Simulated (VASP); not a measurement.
An input for Ansatz (written as the equivalent of a VASP run, and not itself run):

Ansatz 0.2 input:
```yaml
crystal:
  lattice:
    - [3.4717931, 0.0000000, 0.0000000]
    - [-1.7358966, 3.0066615, 0.0000000]
    - [0.0000000, 0.0000000, 6.2236225]
  atoms:
    - { symbol: Be, position: [0.3333330, 0.6666670, 0.2500000] }
    - { symbol: Be, position: [0.6666670, 0.3333330, 0.7500000] }
    - { symbol: S, position: [0.6666670, 0.3333330, 0.2500000] }
    - { symbol: S, position: [0.3333330, 0.6666670, 0.7500000] }
kpoints:
  mp_grid: { grid: [10, 10, 5] }
hamiltonian:
  xc: pbesol
  pseudopotentials: { kind: paw }
scf:
  occupations: { method: tetrahedron }
  max_iter: 100
output: { forces: true, stress: true, eigenvalues: true }
```

Q: Translate this input to VASP (INCAR, KPOINTS, POSCAR, choice of POTCAR).

A: This is not unique; one that fits is 
### INCAR
```
! general
SYSTEM = BeS
PREC   = Accurate
ENCUT  = 400
LREAL  = F
LASPH  = T

! electronic loop
EDIFF  = 1E-7
NELM   = 100
ALGO   = Normal

! smearing
ISMEAR = -5

! functional
GGA    = PS

! ions
ISIF   = 2

! output
LWAVE  = F
LCHARG = T
LORBIT = 11
NEDOS  = 601
```

**POSCAR**
```
BeS
1
    3.4717931155     0.0000000000     0.0000000000
   -1.7358965577     3.0066614875     0.0000000000
    0.0000000000     0.0000000000     6.2236225126
Be S
2 2
Direct
  0.3333330000   0.6666670000   0.2500000000
  0.6666670000   0.3333330000   0.7500000000
  0.6666670000   0.3333330000   0.2500000000
  0.3333330000   0.6666670000   0.7500000000
```

### KPOINTS
```
Automatic mesh
0
Gamma
10 10 5
0 0 0
```

POTCAR, in this order: Be S (PBE.64 set). Program: vasp_std.

Limits of the translation: each code has its own PAW files, so the cut-off isn't converted (ENCUT is set for VASP's; basis.ecutwfc is left out, and Ansatz then takes the one that its files recommend); Ansatz stops its SCF on the density residual and VASP on the energy change (EDIFF).

The structure was generated: BeS was put into the layered h-BN type type (P6_3/mmc), which need not be its known phase. It was relaxed first, which changed the volume by -24 %.
